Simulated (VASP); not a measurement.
OSZICAR of a VASP run on ZrC (rock salt):

File OSZICAR:
```
       N       E                     dE             d eps       ncg     rms          rms(c)
DAV:   1     0.110988532196E+03    0.11099E+03   -0.90538E+03  6728   0.135E+03
DAV:   2    -0.167529034106E+02   -0.12774E+03   -0.12017E+03  7856   0.337E+02
DAV:   3    -0.224471816307E+02   -0.56943E+01   -0.55776E+01  9740   0.639E+01
DAV:   4    -0.226669607480E+02   -0.21978E+00   -0.21965E+00  8640   0.120E+01
DAV:   5    -0.226726570562E+02   -0.56963E-02   -0.56959E-02  9752   0.165E+00    0.227E+01
DAV:   6    -0.193095266524E+02    0.33631E+01   -0.16066E+01  7580   0.285E+01    0.869E+00
DAV:   7    -0.192077714512E+02    0.10176E+00   -0.68454E-01  8072   0.680E+00    0.630E+00
DAV:   8    -0.192031265594E+02    0.46449E-02   -0.12300E-01  7340   0.337E+00    0.146E+00
DAV:   9    -0.191992934987E+02    0.38331E-02   -0.27181E-02  8500   0.112E+00    0.451E-01
DAV:  10    -0.191996312501E+02   -0.33775E-03   -0.18729E-03  7644   0.561E-01    0.331E-01
DAV:  11    -0.191994902493E+02    0.14100E-03   -0.53327E-04  7656   0.190E-01    0.170E-02
DAV:  12    -0.191994881353E+02    0.21141E-05   -0.95106E-06  9908   0.350E-02    0.989E-03
DAV:  13    -0.191994877978E+02    0.33749E-06   -0.21698E-07  4512   0.497E-03
   1 F= -.19199488E+02 E0= -.19199206E+02  d E =-.563274E-03
```

Question: Which electronic solver shows in the log?

Answer: It is blocked Davidson (ALGO = Normal, or the opening steps of other solvers). The INCAR had ALGO = Normal.

Question: Can the final energy be trusted as converged?

Answer: The run converged. It stopped with EDIFF = 1E-6, NELM = 100 (PBE GGA, plane waves, VASP's PBE PAW potentials (set 64)). The cell is charged, with a uniform compensating background.

The compound is ZrC in the rock salt structure. The cell was not relaxed at this level, atoms are displaced from their ideal sites. The run is one of a series of settings (ISMEAR = 0, NELECT = 16.02, SIGMA = 0.05 against the base run), some of them coarse on purpose.
